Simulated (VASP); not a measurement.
Computed with r2SCAN+rVV10, VASP's PBE PAW potentials (set 64) (plane waves; VASP).

VASP ran on this input.

File POSCAR:
```
LiCl
1
    0.0000000000     2.5300786737     2.5300786737
    2.5300786737     0.0000000000     2.5300786737
    2.5300786737     2.5300786737     0.0000000000
Li Cl
1 1
Direct
  0.0000000000   0.0000000000   0.0000000000
  0.5000000000   0.5000000000   0.5000000000
```

### KPOINTS
```
Automatic mesh
0
Gamma
8 8 8
0 0 0
```

INCAR:
```
! general
SYSTEM  =LiCl
PREC    =Accurate
ENCUT   =520
LREAL   =F
LASPH   =T

! electronic loop
EDIFF   =1E-6
NELM    =100
ALGO    =Normal
LMIXTAU =T

! smearing
ISMEAR  =0
SIGMA   =0.05

! functional
METAGGA =R2SCAN
LUSE_VDW=T
BPARAM  =11.95
CPARAM  =0.0093

! ions
IBRION  =2
NSW     =60
ISIF    =3
EDIFFG  =-0.01

! output
LWAVE   =F
LCHARG  =F
```

POTCAR, in this order: Li_sv Cl (PBE.64 set). Program: vasp_std.

Q: Estimate the energy per atom (σ→0), band gap (on the k-mesh).

A: 
```
Property                           Value
------------------------  --------------
energy per atom (σ→0)     -6.159 eV/atom
band gap (on the k-mesh)         7.50 eV
```

OSZICAR:
```
...
DAV:  12    -0.123163565484E+02    0.22149E-02   -0.18492E-03   599   0.591E-01    0.142E-01
DAV:  13    -0.123186766796E+02   -0.23201E-02   -0.25135E-03   526   0.688E-01    0.211E-02
DAV:  14    -0.123189384128E+02   -0.26173E-03   -0.25932E-04   545   0.235E-01    0.195E-02
DAV:  15    -0.123189270096E+02    0.11403E-04   -0.14999E-05   664   0.542E-02    0.617E-03
DAV:  16    -0.123189210704E+02    0.59392E-05   -0.13162E-05   531   0.548E-02    0.312E-03
DAV:  17    -0.123189301632E+02   -0.90929E-05   -0.37832E-07   645   0.811E-03    0.948E-04
DAV:  18    -0.123189305324E+02   -0.36912E-06   -0.25951E-08   278   0.219E-03
   1 F= -.12318931E+02 E0= -.12318931E+02  d E =-.123189E+02
```

The compound is LiCl in the rock salt structure. It was relaxed first. The start is the result of an earlier pass.
